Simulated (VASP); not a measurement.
The system is PtSe2 (Sudovikovite).

```
Pt Se
1.0
     3.72866    0.00000    0.00000
    -1.86433    3.22911    0.00000
     0.00000    0.00000    5.27703
Pt Se
1 2
Direct
  0.00000 0.00000 0.00000
  0.33333 0.66667 0.24622
  0.66667 0.33333 0.75378
```

Base run:

| Item | Value |
| --- | --- |
| Program | VASP 6.6.1 |
| Functional | PBE |
| Potentials or basis | VASP PAW PBE potentials, release 64 (Pt, Se) |
| Cutoff | 520 eV |
| k mesh | 6 × 6 × 4 |
| Occupations | fermi-dirac, width 0.02 eV |
| Spin | no spin polarisation |

Its results: band gap on the k mesh none (metal or under the smearing width); pressure 3.8 GPa; largest force 0.172 eV/Å.

Task: The run is repeated on the same cell with these changes: functional from PBE to PBEsol; further incar settings from ALGO = Fast; EDIFF = 1e-07; NBANDS = 18 to ALGO = Normal; EDIFF = 1e-07; NBANDS = 18. What comes out?

Result: Band gap on the k mesh none (metal or under the smearing width); pressure -1.0 GPa; largest force 0.099 eV/Å.

Caveats: the PAW data sets were made with another functional, which shifts forces and pressure a little (some runs).
